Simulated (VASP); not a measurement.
# Hf3SnS4 (Pm-3m) in VASP: further runs, part 2 of 2

VASP 6.6.1. The steps go on from the part before.

## 4. Relaxation of cell and atoms, PBE

This run uses another cell than the first one, of 22.21 Å³/atom, 1.028 times its volume.

Input file INCAR:

```
SYSTEM = Hf3SnS4
PREC = Normal ; ENCUT = 520
EDIFF = 1E-4 ; ISMEAR = 0
SIGMA = 0.15 ; LREAL = .False.
LASPH = .True. ; NELM = 60
ALGO = Fast ; ISIF = 3
LWAVE = .False. ; LCHARG = .False.
GGA = PE ; IBRION = 2
NSW = 24 ; EDIFFG = -0.08
```

Input file KPOINTS:

```
regular mesh
0
Gamma
  4 4 1
  0 0 0
```

Input file POSCAR:

```
Hf3SnS4
1.0
    3.6500000000      0.0000000000      0.0000000000
   -1.8250000000      3.1609927200      0.0000000000
    0.0000000000      0.0000000000     15.4000000000
Hf Sn S
3 1 4
Direct
    0.6666666700      0.3333333300      0.0000000000
    0.3333333300      0.6666666700      0.3770000000
    0.3333333300      0.6666666700      0.6230000000
    0.0000000000      0.0000000000      0.5000000000
    0.0000000000      0.0000000000      0.9060000000
    0.3333333300      0.6666666700      0.0940000000
    0.6666666700      0.3333333300      0.2820000000
    0.6666666700      0.3333333300      0.7180000000
```

Potentials or basis: VASP PAW PBE potentials, release 64 (Hf_pv, Sn_d, S).

On the command line:

```
> cat potpaw_PBE.64/Hf_pv/POTCAR potpaw_PBE.64/Sn_d/POTCAR potpaw_PBE.64/S/POTCAR > POTCAR
> mpirun -np 1 vasp_std > vasp.out
```

OUTCAR:

```text
SYSTEM = Hf3SnS4
   PREC = Normal
   ENCUT = 520
   EDIFF = 1E-4
   ISMEAR = 0
   LREAL = .False.
   LASPH = .True.
   NELM = 60
   ISIF = 3
   GGA = PE
   IBRION = 2
   NSW = 24
   EDIFFG = -0.08

 ion  position               nearest neighbor table
   1  0.667  0.333  0.000-   6 2.56   5 2.56   6 2.56   5 2.56   5 2.56   6 2.56
   2  0.333  0.667  0.377-   7 2.57   7 2.57   7 2.57   4 2.83   4 2.83   4 2.83   3 3.79
   3  0.333  0.667  0.623-   8 2.57   8 2.57   8 2.57   4 2.83   4 2.83   4 2.83   2 3.79
   4  0.000  0.000  0.500-   2 2.83   3 2.83   2 2.83   3 2.83   2 2.83   3 2.83
   5  0.000  0.000  0.906-   1 2.56   1 2.56   1 2.56
   6  0.333  0.667  0.094-   1 2.56   1 2.56   1 2.56
   7  0.667  0.333  0.282-   2 2.57   2 2.57   2 2.57
   8  0.667  0.333  0.718-   3 2.57   3 2.57   3 2.57

  LATTYP: Found a hexagonal cell.
 ALAT       =     3.6500000000
 C/A-ratio  =     4.2191780822

  Lattice vectors:

 A1 = (   3.6500000000,   0.0000000000,   0.0000000000)
 A2 = (  -1.8250000000,   3.1609927200,   0.0000000000)
 A3 = (   0.0000000000,   0.0000000000,  15.4000000000)

Analysis of symmetry for initial positions (statically):
=====================================================================
 Subroutine PRICEL returns:
 Original cell was already a primitive cell.

 Routine SETGRP: Setting up the symmetry group for a
 hexagonal supercell.

 Subroutine GETGRP returns: Found  6 space group operations
 (whereof  6 operations were pure point group operations)
 out of a pool of 24 trial point group operations.

The static configuration has the point symmetry C_3v.
[... 156 lines left out ...]

 E-fermi :   5.2074     XC(G=0): -10.0857

 val. band max:        5.1530945082   @ k =   0.2500   0.0000   0.0000
 cond. band min:       5.2313712411   @ k =   0.5000   0.0000   0.0000
 fundamental gap:      0.0782767328
 Fermi energy:         5.2073644063

 k-point     1 :       0.0000    0.0000    0.0000
  band No.  band energies     occupation
      1     -26.5159      2.00000
      2     -26.3997      2.00000
      3     -26.3997      2.00000
      4     -26.2530      2.00000
      5     -26.2068      2.00000
      6     -26.1706      2.00000
[... 280 lines left out ...]
  FREE ENERGIE OF THE ION-ELECTRON SYSTEM (eV)
  ---------------------------------------------------
  free  energy   TOTEN  =       -59.5152723484 eV

  energy  without entropy=      -59.4416635635  energy(sigma->0) =      -59.47846796

[... ionic steps 4 to 19 ...]

--------------------------------------- Ionic step       20  -------------------------------------------

 number of electron      68.0000073 magnetization

------------------------ aborting loop because EDIFF is reached ----------------------------------------
[... 79 lines left out ...]
--------------------------------------- Ionic step       22  -------------------------------------------

 number of electron      68.0000071 magnetization

 Free energy of the ion-electron system (eV)
  ---------------------------------------------------
  ext. energy  EPLUGINS =         0.00000000
  ---------------------------------------------------
  free energy    TOTEN  =       -59.88877752 eV

  energy without entropy =      -59.85172012  energy(sigma->0) =      -59.87024882

 E-fermi :   4.6877     XC(G=0):  -9.7127

 val. band max:        4.5895865955   @ k =   0.2500   0.2500   0.0000
 cond. band min:       4.8734735363   @ k =   0.2500   0.0000   0.0000
 fundamental gap:      0.2838869408
 Fermi energy:         4.6876888128

 k-point     1 :       0.0000    0.0000    0.0000
  band No.  band energies     occupation
      1     -26.8206      2.00000
      2     -26.8039      2.00000
      3     -26.7807      2.00000
      4     -26.6953      2.00000
      5     -26.6953      2.00000
      6     -26.6922      2.00000
[... 196 lines left out ...]
  FREE ENERGIE OF THE ION-ELECTRON SYSTEM (eV)
  ---------------------------------------------------
  free  energy   TOTEN  =       -59.8887775152 eV

  energy  without entropy=      -59.8517201176  energy(sigma->0) =      -59.87024882

 reached required accuracy - stopping structural energy minimisation
```

CONTCAR:

```text
Hf3SnS4
   1.00000000000000
     3.5657457756436473    0.0000000000000000    0.0000000000000000
    -1.7828728878218236    3.0880264216033777   -0.0000000000000000
     0.0000000000000000   -0.0000000000000000   17.1672259406994030
  Hf              Sn              S
     3     1     4
Direct
     0.6666666699999979    0.3333333300000021    0.0004085962347701
     0.3333333300000021    0.6666666699999979    0.3673467426134151
     0.3333333300000021    0.6666666699999979    0.6321071300251887
     0.0000000000000000    0.0000000000000000    0.4997428779510611
     0.0000000000000000    0.0000000000000000    0.9141732532819450
     0.3333333300000021    0.6666666699999979    0.0866243794367177
     0.6666666699999979    0.3333333300000021    0.2850928748027746
     0.6666666699999979    0.3333333300000021    0.7145041456541276

  0.00000000E+00  0.00000000E+00  0.00000000E+00
  0.00000000E+00  0.00000000E+00  0.00000000E+00
  0.00000000E+00  0.00000000E+00  0.00000000E+00
  0.00000000E+00  0.00000000E+00  0.00000000E+00
  0.00000000E+00  0.00000000E+00  0.00000000E+00
  0.00000000E+00  0.00000000E+00  0.00000000E+00
  0.00000000E+00  0.00000000E+00  0.00000000E+00
  0.00000000E+00  0.00000000E+00  0.00000000E+00
```

Wall time 4.3 min (1 thread of Intel Xeon Platinum 8488C (Sapphire Rapids), shared host); peak memory 0.21 GiB.

Results:

- Free energy: -59.8888 eV
- Relaxed volume: 23.63 Å³/atom
- Relaxed cell: a = 3.566 Å, b = 3.566 Å, c = 17.167 Å, α = 90.00°, β = 90.00°, γ = 120.00°
- Space group after relaxing (to 0.05 Å): P3m1 (No. 156)
- Energy gained by relaxing: 94.4 meV/atom
- Ionic steps: 22
- Pressure after relaxing: 0.3 GPa
- Largest force after relaxing: 0.051 eV/Å
- Band gap on the k mesh: none (metal or under the smearing width)

Forces in eV/Å, atoms in the order of the input:
```
Hf   0.000  0.000  0.029
Hf   0.000  0.000 -0.051
Hf   0.000  0.000  0.048
Sn   0.000  0.000  0.012
S    0.000  0.000 -0.002
S    0.000  0.000 -0.025
S    0.000  0.000  0.011
S    0.000  0.000 -0.022
```

The path:
```tsv
step	energy change (eV)	largest force (eV/Å)	pressure (GPa)	volume (Å³)
1	0.0000	2.3039	3.09	177.68
2	-0.3815	0.6963	-2.01	188.93
3	-0.3820	0.6665	-1.69	188.19
4	-0.4037	0.5207	2.13	183.44
5	-0.4230	0.3053	0.81	185.36
6	-0.4228	0.3269	0.42	185.50
7	-0.4229	0.3077	0.36	185.42
8	-0.4477	0.2150	0.44	186.07
9	-0.5377	0.2914	0.42	187.96
10	-0.6520	0.9914	0.72	191.44
11	-0.6583	0.9914	0.67	191.87
12	-0.6645	0.9957	0.30	193.15
13	-0.6743	0.9170	0.19	193.21
14	-0.6994	0.7301	-0.11	193.37
15	-0.7317	0.3371	-0.72	193.69
16	-0.7255	0.4546	-1.83	194.34
17	-0.7403	0.1135	-1.26	193.97
18	-0.7516	0.1715	-0.70	192.25
19	-0.7535	0.2619	-0.02	190.29
20	-0.7557	0.1660	0.24	189.90
21	-0.7565	0.0982	0.27	189.61
22	-0.7555	0.0514	0.28	189.03
```

Final structure:
```cif
data_structure
_symmetry_space_group_name_H-M 'P 1'
_symmetry_Int_Tables_number 1
_cell_length_a 3.5657
_cell_length_b 3.5657
_cell_length_c 17.1672
_cell_angle_alpha 90.000
_cell_angle_beta 90.000
_cell_angle_gamma 120.000
_cell_volume 189.03
loop_
_atom_site_label
_atom_site_type_symbol
_atom_site_fract_x
_atom_site_fract_y
_atom_site_fract_z
_atom_site_occupancy
Hf1 Hf 0.66667 0.33333 0.00041 1
Hf2 Hf 0.33333 0.66667 0.36735 1
Hf3 Hf 0.33333 0.66667 0.63211 1
Sn1 Sn 0.00000 0.00000 0.49974 1
S1 S 0.00000 0.00000 0.91417 1
S2 S 0.33333 0.66667 0.08662 1
S3 S 0.66667 0.33333 0.28509 1
S4 S 0.66667 0.33333 0.71450 1
```

Caveat: the k mesh is coarse (spacing up to 0.50 Å⁻¹), so the values aren't converged; this functional lacks dispersion, which binds the layers, so the pressure and a relaxed spacing across them are unreliable; the relaxation stopped at a loose force limit of 0.08 eV/Å, so its end isn't a converged minimum. Spin-orbit coupling is left out, which matters for the levels of Hf.

## 5. Relaxation of cell and atoms, PBE

This run uses another cell than the first one, of 22.72 Å³/atom, 1.052 times its volume.

INCAR is that of step 4.

Input file KPOINTS:

```
regular mesh
0
Gamma
  3 3 3
  0 0 0
```

Input file POSCAR:

```
Hf3SnS4
1.0
    5.6642746600      0.0000000000      0.0000000000
    0.0000000000      5.6642746600      0.0000000000
    0.0000000000      0.0000000000      5.6642746600
Hf Sn S
3 1 4
Direct
    0.0000000000      0.5000000000      0.5000000000
    0.5000000000      0.0000000000      0.5000000000
    0.5000000000      0.5000000000      0.0000000000
    0.5000000000      0.5000000000      0.5000000000
    0.5000000000      0.0000000000      0.0000000000
    0.0000000000      0.5000000000      0.0000000000
    0.0000000000      0.0000000000      0.5000000000
    0.0000000000      0.0000000000      0.0000000000
```

On the command line:

```
> cat potpaw_PBE.64/Hf_pv/POTCAR potpaw_PBE.64/Sn_d/POTCAR potpaw_PBE.64/S/POTCAR > POTCAR
> mpirun -np 1 vasp_std > vasp.out
```

Run time: 58 s. Hardware: 1 thread of Intel Xeon Platinum 8488C (Sapphire Rapids), shared host; peak memory 0.19 GiB.

The run converged. Its results:

* Free energy: -52.4751 eV
* Relaxed volume: 20.03 Å³/atom
* Relaxed cell: a = 5.431 Å, b = 5.431 Å, c = 5.431 Å, α = 90.00°, β = 90.00°, γ = 90.00°
* Space group after relaxing (to 0.05 Å): Pm-3m (No. 221)
* Energy gained by relaxing: 92.8 meV/atom
* Ionic steps: 3
* Pressure after relaxing: -0.1 GPa
* Band gap on the k mesh: 0.16 eV, direct

Step by step:
```tsv
step	energy change (eV)	largest force (eV/Å)	pressure (GPa)	volume (Å³)
1	0.0000	0.0000	-9.79	181.73
2	-0.3860	0.0000	9.87	147.63
3	-0.7425	0.0000	-0.11	160.22
```

Final structure:
```cif
data_structure
_symmetry_space_group_name_H-M 'P 1'
_symmetry_Int_Tables_number 1
_cell_length_a 5.4313
_cell_length_b 5.4313
_cell_length_c 5.4313
_cell_angle_alpha 90.000
_cell_angle_beta 90.000
_cell_angle_gamma 90.000
_cell_volume 160.22
loop_
_atom_site_label
_atom_site_type_symbol
_atom_site_fract_x
_atom_site_fract_y
_atom_site_fract_z
_atom_site_occupancy
Hf1 Hf 0.00000 0.50000 0.50000 1
Hf2 Hf 0.50000 0.00000 0.50000 1
Hf3 Hf 0.50000 0.50000 0.00000 1
Sn1 Sn 0.50000 0.50000 0.50000 1
S1 S 0.50000 0.00000 0.00000 1
S2 S 0.00000 0.50000 0.00000 1
S3 S 0.00000 0.00000 0.50000 1
S4 S 0.00000 0.00000 0.00000 1
```

Levels at points of the mesh, in eV from the valence-band top:
```csv
k point,band 32,band 33,band 34,band 35,band 36,band 37
"(0.00, 0.00, 0.00)",-0.36,-0.36,-0.36,0.18,0.18,0.18
```

Caveat: spin-orbit coupling is left out, which moves the levels of the heavy elements; an odd mesh through Γ misses points on the zone boundary, where band edges often lie; the relaxation stopped at a loose force limit of 0.08 eV/Å, so its end isn't a converged minimum.

## 6. The runs side by side

| k mesh | mesh quality | gap on the mesh (eV) | pressure (GPa) | relaxed volume (Å³/atom) | largest force (eV/Å) |
| --- | --- | --- | --- | --- | --- |
| 3 × 3 × 3 | coarse | none | 0.3 | 41.54 | 0.04 |
| 4 × 4 × 1 | coarse | none | 0.3 | 23.63 | 0.05 |
| 3 × 3 × 3 | not flagged | 0.16 | -0.1 | 20.03 | - |

Alike in all rows: task relaxation of cell and atoms; level PBE; potentials or basis VASP PAW PBE potentials, release 64 (Hf_pv, Sn_d, S); no spin polarisation; cell relaxed; cutoff (eV) 520; smearing gaussian 0.15 eV.

Caveats: some runs use coarse meshes; the relaxation stopped at a loose force limit of 0.08 eV/Å, so its end isn't a converged minimum; the volume moved by over 15 % at a fixed basis, so the end points are rough (some runs); this functional lacks dispersion, which binds the layers, so the pressure and a relaxed spacing across them are unreliable (some runs); spin-orbit coupling is left out, which moves the levels of the heavy elements (some runs); an odd mesh through Γ misses points on the zone boundary, where band edges often lie (some runs).

Total energies depend on the potentials used, so only differences within one code and one set of settings carry meaning.
